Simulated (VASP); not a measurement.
Consider the following.

```
AlInSb2
1.0
    4.51060     0.00000     0.00000
    0.00000     4.51060     0.00000
    0.00000     0.00000     6.32898
Al In Sb
1 1 2
Direct
  0.00000   0.00000   0.00000
  0.50000   0.50000   0.50000
  0.00000   0.50000   0.23322
  0.50000   0.00000   0.76678
```

Calculation: r2SCAN meta-GGA, VASP's PBE PAW potentials (set 64) (plane waves; VASP 6.6.1). Settings: 400 eV cut-off, 6×6×4 Γ-centred mesh, tetrahedra with Blöchl corrections, potentials Al In_d Sb.

Unless said otherwise, spin-orbit coupling is left out, though it shifts the bands of the heavy elements here.

**Question.** Give the energies of bands 8 to 16 at the high-symmetry points, in eV from the valence-band maximum.

**Answer.** 
```
band      Γ      X      M      Z      R      A
----  -----  -----  -----  -----  -----  -----
8     -5.79  -4.88  -5.87  -3.73  -5.73  -5.65
9     -2.37  -4.68  -5.77  -3.15  -5.47  -5.64
10    -2.37  -2.90  -2.38  -1.76  -1.34  -3.08
11    -0.13  -2.66  -2.25  -1.76  -1.00  -2.91
12     0.00  -1.38  -2.25  -1.20  -0.91  -2.76
13     0.00  -0.84  -2.12  -1.20  -0.74  -2.76
14     0.95   2.23   1.15   1.64   1.00   4.10
15     1.56   2.83   1.56   1.91   1.31   4.33
16     1.64   4.70   1.56   3.04   3.78   4.33
```

The gap is direct, 0.95 eV, from the valence maximum at Γ to the conduction minimum at Γ.

The structure comes from a computed database's AlInSb2 entry (P-4m2); how it stands against other phases isn't given here. It was relaxed first.
